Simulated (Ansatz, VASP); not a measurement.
# PtSe2 (1T-PtSe2 monolayer): VASP beside Ansatz

Aim: how closely do two programs agree when they are given the same cell, functional and k mesh? The cell is taken from a series of runs on this material, whose earlier steps may have relaxed, scaled, displaced or heated it; both programs get it as it stands.

Program: Ansatz 0.2.0. Level of theory: plane waves, with VASP 6.6.1 beside it; single point at PBE with D3(BJ) and single point at PBE, spin-orbit coupling. Results are calculated unless marked as measured.

### 1. Starting point

The cell holds 3 atoms: 2 Se and 1 Pt. Cell: a = 3.707 Å, b = 3.707 Å, c = 20.649 Å, α = 90.0°, β = 90.0°, γ = 120.0°. Vacuum lies along c.

### 2. Ansatz: single point, PBE with D3(BJ)

Ansatz runs on its PAW soft_1 files.

A single point gives forces, pressure and levels at one fixed geometry, so differences don't come from the geometry; what else differs is listed under the comparison.

input.yaml

```yaml
crystal:
  lattice:
    - [3.7067057009, 0.0, 0.0]
    - [-1.8533528505, 3.2101013013, 0.0]
    - [0.0, 0.0, 20.6490086157]
  atoms:
    - { symbol: Se, position: [0.6666666667, 0.3333333333, 0.4358562761] }
    - { symbol: Pt, position: [0.0, 0.0, 0.5] }
    - { symbol: Se, position: [0.3333333333, 0.6666666667, 0.5641437239] }
kpoints:
  mp_grid: { grid: [12, 12, 1] }
  band_path:
    path: [[0, 0, 0], [0.5, 0, 0], [0.33333333, 0.33333333, 0], [0, 0, 0]]
    npoints: 16
hamiltonian:
  xc: pbe
  dispersion: d3bj
  pseudopotentials: { kind: paw, azcp: { folder: soft_1 } }
scf:
  occupations: { method: fermi_dirac, width: 0.02585 }
  convergence: { dr2_threshold: 1.0e-10 }
efield:
  axis: 3
  dipole_correction: true
  ramp_position: 0.97
  ramp_width: 0.06
  amplitude: 0
output:
  dos: { projected: true, e_range: [-6, 5] }
  bader: true
  write_potential: true
  write_density: true
  volumetric_format: npy
  elf: true
```

Started as:

```bash
> ansatz run input.yaml --threads 4 --pin off --max-ram 6144MiB --backend cpu --events-out ev --progress --plain --runs-dir out
```

Numbers of over 12 decimals in the logs are rounded to 6 here.

Output:

```text
Engine: ansatz 0.2.0, x86_64-unknown-linux-gnu
Pseudopotentials: kind: paw
Pseudopotential: Se, paw, valence charge 16, recommended cutoff 420 eV (normal), soft_1/Se.paw.azcp
Pseudopotential: Pt, paw, valence charge 18, recommended cutoff 420 eV (normal), soft_1/Pt.paw.azcp
Functional definition: PBE
  parameter kappa = 0.804
  parameter beta = 0.066725
  exchange = pbe_x(kappa = kappa, mu = beta*pi^2/3)
  correlation = pbe_c(beta = beta)
Crystal: 3 atoms, lattice volume = 245.701 Å³
Basis set: ecut = 420 eV, 4821 PW (Γ)
Bands: 30, of which v1, the nominal top of the filled ones, is band 25 counted from 1 (24 counted from 0)
Symmetry: 6 space group operations
k-points: 19 of 144 (time reversal used)
Non-local potential: Se, projectors of the file, l = 0: 2, l = 1: 2, l = 2: 3, l = 3: 1
Non-local potential: Pt, projectors of the file, l = 0: 3, l = 1: 2, l = 2: 2, l = 3: 1
PAW form: soft (Blöchl's): semilocal exchange-correlation on the pseudo side does not see the compensation charge
PAW one-centre angular grid: Se, 590 points (default); XC on 64 Gauss nodes
PAW one-centre angular grid: Pt, 590 points (default); XC on 64 Gauss nodes
Initial density: superposition of atomic densities (neutral atoms: chi_scale 0, normalization atom)
Initial wavefunctions: pseudopotential atomic-orbital guess
Functional: x = pbe(κ = 0.804, μ = 0.219515), c = pbe(β = 0.066725)
SCF iter   1: F=—  HF=-23465.760108 eV  |F-HF|=—  |Δ(HF+E_count)|=         —  Δρ=4.05e-2  dr2=4.42e0  ethr=3.10e-3  p=0.000 e·Å  D=3.95e-14 V/Å  ΔV_dip=-0.00 eV  dr2_dipole=3.87e-9  V_vac-E_F(+/−)=4.82/4.82 eV  ⟨swp⟩=8.4  Hψ=2709  notcnv=0
efield: sawtooth ramp at fractional position 0.9700 (set: `efield.ramp_position`, or a place that a band, a saddle search or an elastic batch's reference lends), width 0.0600; the density the first Hamiltonian is built on has a dipole p = 0.000 e·Å; the dipole correction subtracts the counter field D = 3.95e-14 V/Å, which shifts the + side's vacuum level by -0.00 eV against the − side's; the planar-averaged density in the ramp window peaks in size at 8.3e-6 e/Å³
preconditioner: auto → Resta (q_TF=auto, 2.092 Å⁻¹)  ε∞=2.4  [insulator: Δε(μ)=1.621 eV  Ē_g=9.303 eV  σ=0.026 eV  W_gap=1.00  n_scr=42 (ndim 8)  ℏωp=11.1 eV  f_vac=0.704  D(μ)=0.00/eV (n_scr^D=0)  ε∞_Penn≈2.4  vacuum switching on, ρ_ref=6.3e-3 e/Å³]
SCF iter   2: F=—  HF=-23465.385816 eV  |F-HF|=—  |Δ(HF+E_count)|=   3.74e-1  Δρ=2.16e-2  dr2=2.27e0  ethr=3.10e-3  p=0.000 e·Å  D=1.79e-5 V/Å  ΔV_dip=-0.00 eV  dr2_dipole=1.60e-9  V_vac-E_F(+/−)=5.61/5.61 eV  ⟨swp⟩=3.1  Hψ=1411  notcnv=0  defer=19
SCF iter   3: F=—  HF=-23464.970139 eV  |F-HF|=—  |Δ(HF+E_count)|=   4.16e-1  Δρ=9.34e-3  dr2=9.19e-2  ethr=3.10e-3  p=0.000 e·Å  D=1.09e-5 V/Å  ΔV_dip=-0.00 eV  dr2_dipole=1.92e-10  V_vac-E_F(+/−)=5.20/5.20 eV  ⟨swp⟩=2.2  Hψ=895  notcnv=0  defer=15
SCF iter   4: F=—  HF=-23464.959525 eV  |F-HF|=—  |Δ(HF+E_count)|=   1.06e-2  Δρ=9.42e-4  dr2=3.29e-3  ethr=1.84e-4  p=-0.000 e·Å  D=-4.99e-6 V/Å  ΔV_dip=0.00 eV  dr2_dipole=2.89e-9  V_vac-E_F(+/−)=4.94/4.94 eV  ⟨swp⟩=2.8  Hψ=890  notcnv=0  defer=18
SCF iter   5: F=—  HF=-23464.959175 eV  |F-HF|=—  |Δ(HF+E_count)|=   3.50e-4  Δρ=2.84e-4  dr2=1.66e-4  ethr=6.58e-6  p=-0.000 e·Å  D=-2.16e-5 V/Å  ΔV_dip=0.00 eV  dr2_dipole=4.58e-8  V_vac-E_F(+/−)=4.96/4.96 eV  ⟨swp⟩=2.5  Hψ=992  notcnv=0  defer=18
SCF iter   6: F=—  HF=-23464.959267 eV  |F-HF|=—  |Δ(HF+E_count)|=   9.13e-5  Δρ=7.92e-5  dr2=2.46e-5  ethr=3.32e-7  p=0.000 e·Å  D=9.24e-5 V/Å  ΔV_dip=-0.00 eV  dr2_dipole=1.16e-6  V_vac-E_F(+/−)=4.95/4.95 eV  ⟨swp⟩=2.0  Hψ=951  notcnv=0  defer=18
SCF iter   7: F=—  HF=-23464.959273 eV  |F-HF|=—  |Δ(HF+E_count)|=   5.80e-6  Δρ=4.71e-5  dr2=3.89e-5  ethr=4.91e-8  p=-0.000 e·Å  D=-2.49e-4 V/Å  ΔV_dip=0.01 eV  dr2_dipole=8.31e-6  V_vac-E_F(+/−)=4.96/4.95 eV  ⟨swp⟩=2.0  Hψ=951  notcnv=0  defer=18
SCF iter   8: F=—  HF=-23464.959271 eV  |F-HF|=—  |Δ(HF+E_count)|=   1.55e-6  Δρ=2.80e-5  dr2=7.32e-6  ethr=4.91e-8  p=0.000 e·Å  D=1.01e-4 V/Å  ΔV_dip=-0.00 eV  dr2_dipole=1.34e-6  V_vac-E_F(+/−)=4.95/4.95 eV  ⟨swp⟩=2.0  Hψ=642  notcnv=0  defer=18
SCF iter   9: F=—  HF=-23464.959266 eV  |F-HF|=—  |Δ(HF+E_count)|=   5.36e-6  Δρ=7.84e-6  dr2=4.18e-7  ethr=1.46e-8  p=0.000 e·Å  D=2.35e-5 V/Å  ΔV_dip=-0.00 eV  dr2_dipole=7.42e-8  V_vac-E_F(+/−)=4.95/4.95 eV  ⟨swp⟩=1.9  Hψ=605  notcnv=0  defer=18
SCF iter  10: F=—  HF=-23464.959346 eV  |F-HF|=—  |Δ(HF+E_count)|=   8.07e-5  Δρ=1.40e-6  dr2=7.36e-9  ethr=8.37e-10  p=0.000 e·Å  D=1.34e-6 V/Å  ΔV_dip=-0.00 eV  dr2_dipole=6.19e-10  V_vac-E_F(+/−)=4.95/4.95 eV  ⟨swp⟩=2.0  Hψ=770  notcnv=0  defer=18
SCF iter  11: F=—  HF=-23464.959346 eV  |F-HF|=—  |Δ(HF+E_count)|=   2.91e-9  Δρ=3.30e-7  dr2=2.44e-10  ethr=1.47e-11  p=-0.000 e·Å  D=-2.32e-7 V/Å  ΔV_dip=0.00 eV  dr2_dipole=7.15e-14  V_vac-E_F(+/−)=4.95/4.95 eV  ⟨swp⟩=2.0  Hψ=751  notcnv=0  defer=18
SCF iter  12: F=-23464.959346 eV  HF=-23464.959346 eV  |F-HF|=1.46e-11  |Δ(HF+E_count)|=  3.38e-10  Δρ=8.13e-8  dr2=2.40e-11  ethr=1.00e-12  p=-0.000 e·Å  D=-2.12e-7 V/Å  ΔV_dip=0.00 eV  dr2_dipole=5.93e-13  V_vac-E_F(+/−)=4.95/4.95 eV  ⟨swp⟩=10.1  Hψ=1862  notcnv=0
SCF 1 converged in 12 iterations: F = -23464.959346 eV  dr2 = 2.40e-11
  greatest PAW one-centre occupation: 1.000 electrons in one spin orbital (limit 2), on the Pt atom at site 1 (counted from 0), in its partial waves of l = 0
NSCF: frozen V_eff on 49 k-points
efield: sawtooth ramp at fractional position 0.9700 (kept from the solve that this one continues, or follows in the run), width 0.0600; the density the first Hamiltonian is built on has a dipole p = -0.000 e·Å; the dipole correction subtracts the counter field D = -2.12e-7 V/Å, which shifts the + side's vacuum level by +0.00 eV against the − side's; the planar-averaged density in the ramp window peaks in size at 8.5e-6 e/Å³
WARN: The output density's exchange-correlation potential varies sharply where the density is thin. Do not read a vacuum level from v_tot or v_xc, or from such a field of the output density. On a cell that repeats whose density bears no net charge and no dipole along the vacuum's axis use v_es (v_loc + v_h of the components); under efield.dipole_correction with no amplitude use v_es + v_field, which holds any externa [...]
SCF converged after 12 iterations
Free energy (F): -23464.959346 eV
Harris-Foulkes:  -23464.959346 eV  (|F-HF|=1.46e-11)
Internal energy: -23464.959346 eV  (E = F + TS)
E sigma→0 (E₀):  -23464.959346 eV
Fermi energy:    -0.611595 eV
Dipole field:    D = -0.000001 V/Å  (p = -0.000002 e·Å, saw-weighted, corrected)
Work function:   Φ+ = 4.9538 eV   Φ− = 4.9538 eV
Levels:          The Fermi level and band energies are counted from a zero that moves with the ramp; work functions are not
--- Per-component energies (eV) ---
  E_band       = -1630.028218
  E_kinetic    = 816.442861
  E_local      = -49444.736698  (includes V_loc(G=0)·N_el)
  E_nonlocal   = -504.487989
  E_hartree    = 24324.672769
  E_xc         = -402.122457
  E_vxc        = -451.566297  (∫ρ·V_xc dr)
  E_paw        = -13744.470000  (= ΣΔE_a)
  E_vpaw       = -695.026520  (= ΣTr[D̂ρ^β])
  E_aug_tail   = 0.000385  (compensation charges beyond the density's cutoff)
  E_efield     = 0.000000  (sawtooth field / dipole correction)
  E_vefield    = 0.000000  (∫n·V_field dr)
  E_ewald      = 15490.638703
  E_disp       = -0.896921  (pairwise vdW)
  E_smearing   = -0.000000  (= −TS)
  E_closure    = 0.000000  (closes the sum)
  Σ components = -23464.959346   (vs F -23464.959346, Δ=0.00e0)
--- Band table (eV; the first three rows and the last of 19) ---
  k-point 0: bands = [... 21 lower, -2.6147, -1.9846, -1.3106, -1.3106, 1.6520, 1.6520, 3.1936, 3.9178, ... 1 higher]
  k-point 1: bands = [... 21 lower, -2.8543, -1.8534, -1.3711, -1.3066, 1.1525, 1.5381, 3.4504, 4.0444, ... 1 higher]
  k-point 2: bands = [... 21 lower, -3.3021, -1.5990, -1.5138, -1.3771, 0.3231, 1.3316, 3.9884, 4.3283, ... 1 higher]
  k-point 18: bands = [... 21 lower, -3.8425, -3.6201, -2.2915, -2.2915, 0.4647, 0.4647, 4.7317, 6.8007, ... 1 higher]
--- Bader charges: 3 sites ---
  site symbol  charge [e]  shift [e]
     0     Se     -0.0586     0.0020
     1     Pt      0.1171     0.0040
     2     Se     -0.0586     0.0020
  estimated error of the sums over rays = 7.4e-4 e
```

### 3. VASP: single point, PBE with D3(BJ)

The same cell, functional, mesh and smearing now go to VASP, with its own data sets.

Lines of VASP's logs that name or quote its potential files are left out, and so is its time.

INCAR

```
SYSTEM = PtSe2
PREC = Accurate
ENCUT = 400
EDIFF = 1E-06
NELM = 120
ISMEAR = -1
SIGMA = 0.02585
LREAL = .FALSE.
ALGO = Normal
GGA = PE
IVDW = 12
NBANDS = 17
LASPH = .TRUE.
LORBIT = 11
LWAVE = .FALSE.
LCHARG = .FALSE.
ISIF = 2
LDIPOL = .TRUE.
IDIPOL = 3
DIPOL = 0.5 0.5 0.5
LVHAR = .TRUE.
GGA_COMPAT = .FALSE.
EFERMI = MIDGAP
NELMDL = -8
KPAR = 2
```

POSCAR

```
PtSe2
1.0
    3.7067057009      0.0000000000      0.0000000000
   -1.8533528505      3.2101013013      0.0000000000
    0.0000000000      0.0000000000     20.6490086157
Se Pt
2 1
Direct
    0.6666666667      0.3333333333      0.4358562761
    0.3333333333      0.6666666667      0.5641437239
    0.0000000000      0.0000000000      0.5000000000
```

KPOINTS

```
Automatic mesh
0
Gamma
12 12 1
0 0 0
```

Potentials, in the order of the species: Se and Pt (PBE family, release 64).

Started as:

```bash
> mpirun -np 2 vasp_std
```

Output:

```text
[banner, memory and clock lines left out]
running    2 mpi-ranks, on    1 nodes
 distrk:  each k-point on    1 cores,    2 groups
 distr:  one band on    1 cores,    1 groups

 POSCAR found type information on POSCAR SePt
 POSCAR found :  2 types and       3 ions
 LDA part: xc-table for (Slater+PW92), standard interpolation
 POSCAR, INCAR and KPOINTS ok, starting setup
 FFT: planning ... GRIDC
 FFT: planning ... GRID_SOFT
 FFT: planning ... GRID
 WAVECAR not read
 entering main loop
       N       E                     dE             d eps       ncg     rms          rms(c)
DAV:   1     0.149432020383E+03    0.14943E+03   -0.66669E+03   646   0.779E+02
DAV:   2    -0.489450163508E+00   -0.14992E+03   -0.14304E+03   940   0.159E+02
DAV:   3    -0.149001113308E+02   -0.14411E+02   -0.14327E+02   796   0.619E+01
DAV:   4    -0.151341226269E+02   -0.23401E+00   -0.23372E+00   847   0.897E+00
DAV:   5    -0.151378953241E+02   -0.37727E-02   -0.37718E-02   879   0.108E+00
DAV:   6    -0.151380166298E+02   -0.12131E-03   -0.12130E-03   904   0.182E-01
DAV:   7    -0.151380210387E+02   -0.44090E-05   -0.44090E-05   933   0.316E-02
DAV:   8    -0.151380211670E+02   -0.12825E-06   -0.12824E-06   782   0.453E-03    0.123E+01
DAV:   9    -0.144917312781E+02    0.64629E+00   -0.47462E+00   714   0.199E+01    0.685E+00
DAV:  10    -0.143365566943E+02    0.15517E+00   -0.13493E+00   727   0.112E+01    0.319E+00
DAV:  11    -0.142895333302E+02    0.47023E-01   -0.99433E-02   785   0.310E+00    0.703E-01
DAV:  12    -0.142865084974E+02    0.30248E-02   -0.25342E-02   868   0.131E+00    0.206E-01
DAV:  13    -0.142866254678E+02   -0.11697E-03   -0.12536E-03   735   0.242E-01    0.186E-01
DAV:  14    -0.142869040011E+02   -0.27853E-03   -0.32861E-04   793   0.165E-01    0.155E-01
[...]
DAV:  18    -0.142867828933E+02   -0.15671E-04   -0.28109E-05   701   0.305E-02    0.121E-02
DAV:  19    -0.142868182679E+02   -0.35375E-04   -0.51326E-05   775   0.341E-02    0.307E-02
DAV:  20    -0.142868377779E+02   -0.19510E-04   -0.15270E-06   670   0.585E-03    0.269E-02
DAV:  21    -0.142868497555E+02   -0.11978E-04   -0.18025E-05   820   0.204E-02    0.516E-03
DAV:  22    -0.142868536152E+02   -0.38597E-05   -0.36848E-07   669   0.344E-03    0.212E-03
DAV:  23    -0.142868571277E+02   -0.35125E-05   -0.14541E-07   646   0.184E-03    0.134E-03
DAV:  24    -0.142868591172E+02   -0.19895E-05   -0.89453E-08   622   0.104E-03    0.691E-04
DAV:  25    -0.142868594881E+02   -0.37088E-06   -0.58666E-08   670   0.109E-03
   1 F= -.15183700E+02 E0= -.15183700E+02  d E =-.504891E-12
```

From OUTCAR (step 3):

```text
ion  position               nearest neighbor table
   1  0.667  0.333  0.436-   3 2.52   3 2.52   3 2.52
   2  0.333  0.667  0.564-   3 2.52   3 2.52   3 2.52
   3  0.000  0.000  0.500-   1 2.52   2 2.52   2 2.52   1 2.52   1 2.52   2 2.52

  LATTYP: Found a hexagonal cell.
 ALAT       =     3.7067057009
 C/A-ratio  =     5.5707170415

 Subroutine GETGRP returns: Found 12 space group operations
 (whereof 12 operations were pure point group operations)

The static configuration has the point symmetry D_3d.

 Found     19 irreducible k-points:

   k-points           NKPTS =     19   k-points in BZ     NKDIM =     19   number of bands    NBANDS=     17

   dimension x,y,z NGX =    24 NGY =   24 NGZ =  140
   dimension x,y,z NGXF=    48 NGYF=   48 NGZF=  280

   ENCUT  =  400.0 eV  29.40 Ry    5.42 a.u.   6.04  6.04 33.67*2*pi/ulx,y,z

   NELECT =      22.0000    total number of electrons

 k-points in reciprocal lattice and weights: Automatic mesh
   0.00000000  0.00000000  0.00000000       0.007
   0.08333333 -0.00000000  0.00000000       0.042
   0.16666667  0.00000000  0.00000000       0.042
   0.25000000 -0.00000000  0.00000000       0.042
   0.33333333  0.00000000  0.00000000       0.042
   0.41666667 -0.00000000  0.00000000       0.042
   0.50000000 -0.00000000  0.00000000       0.021
   0.08333333  0.08333333  0.00000000       0.042
   0.16666667  0.08333333  0.00000000       0.083
[...]
0.33333333  0.25000000  0.00000000       0.083
   0.33333333  0.33333333  0.00000000       0.014

 dipolmoment           0.000000      0.000000     -0.000000 electrons x Angstroem

 average (electrostatic) potential at core
       1 -61.0020       2 -61.0020       3 -77.0548

 E-fermi :  -2.2187

 k-point     1 :       0.0000    0.0000    0.0000
  band No.  band energies     occupation
    ...
      7      -5.7874      2.00000
      8      -4.2122      2.00000
      9      -3.5832      2.00000
     10      -2.9066      2.00000
     11      -2.9066      2.00000
     12       0.0529      0.00000
     13       0.0529      0.00000
     14       1.5983      0.00000
     15       2.3175      0.00000
     16       2.6941      0.00000
    ...

 k-point     2 :       0.0833   -0.0000    0.0000
  band No.  band energies     occupation
    ...
      7      -5.8418      2.00000
      8      -4.4511      2.00000
      9      -3.4517      2.00000
     10      -2.9689      2.00000
     11      -2.9030      2.00000
     12      -0.4472      0.00000
     13      -0.0613      0.00000
     14       1.8551      0.00000
     15       2.4460      0.00000
     16       2.9113      0.00000
    ...

 k-point     3 :       0.1667    0.0000    0.0000
  band No.  band energies     occupation
    ...
      7      -5.9522      2.00000
      8      -4.8997      2.00000
      9      -3.1965      2.00000
     10      -3.1128      2.00000
     11      -2.9747      2.00000
     12      -1.2791      0.00000
     13      -0.2680      0.00000
     14       2.3921      0.00000
     15       2.7310      0.00000
     16       3.2830      0.00000
    ...

 Edisp (eV)   -0.89684

  Total      -0.02561    -0.02561    -0.02667     0.00000     0.00000     0.00000
  in kB      -0.16701    -0.16701    -0.17393     0.00000     0.00000     0.00000
  external pressure =       -0.17 kB  Pullay stress =        0.00 kB

  energy-cutoff  :      400.00
  volume of cell :      245.70
      direct lattice vectors                 reciprocal lattice vectors
     3.706705701  0.000000000  0.000000000     0.269781332  0.155758324  0.000000000
    -1.853352851  3.210101301  0.000000000     0.000000000  0.311516649  0.000000000
     0.000000000  0.000000000 20.649008616     0.000000000  0.000000000  0.048428475

 POSITION                                       TOTAL-FORCE (eV/Angst)
 -----------------------------------------------------------------------------------
      1.85335      1.07003      9.00000         0.000000      0.000000     -0.002276
     -0.00000      2.14007     11.64901         0.000000     -0.000000      0.002276
      0.00000      0.00000     10.32450        -0.000000      0.000000     -0.000000
 -----------------------------------------------------------------------------------
    total drift:                                0.000000      0.000000     -0.000000

  FREE ENERGIE OF THE ION-ELECTRON SYSTEM (eV)
  ---------------------------------------------------
  free  energy   TOTEN  =       -15.1837000720 eV

  energy  without entropy=      -15.1837000720  energy(sigma->0) =      -15.18370007

 vacuum level on the upper side and lower side of the slab         2.748         2.748

 total charge
# of ion       s       p       d       tot
------------------------------------------
    1        1.477   2.250   0.056   3.784
    2        1.477   2.250   0.056   3.784
    3        0.677   0.699   7.996   9.372
--------------------------------------------------
tot          3.630   5.200   8.109  16.939

[... 3 further parts left out ...]
```

### 4. Comparison

Known differences besides the potentials themselves: the data sets hold 50 valence electrons in Ansatz (on its PAW soft_1 files) and 22 in VASP; the cutoff is 420 eV in Ansatz and 400 eV in VASP. Total energies have different zeros and are not compared.

Both answers:

```csv
quantity,Ansatz,VASP,difference
gap on the k mesh (eV),1.378,1.369,+0.009
```

A gap on the mesh is an upper bound, since the band edges may lie between its points; neither run holds spin-orbit coupling, which can move the band edges of a compound of Pt. With vacuum in the cell, a pressure given here is an average over mostly empty space and none of the material.

(Continued in part 2 of 2.)

[Lines on the potential files, build, host, timing and source positions are cut from VASP's logs without a mark.]

[Logs are printed without paths, hosts, clocks, repeated set-up lines and the standing remarks that a program may print on its own settings, such as how far it seeks lower states.]

[Hosts, paths, dates, database ids (printed as entryN), source tags and the programs' standing remarks are cut or masked in the printed files.]
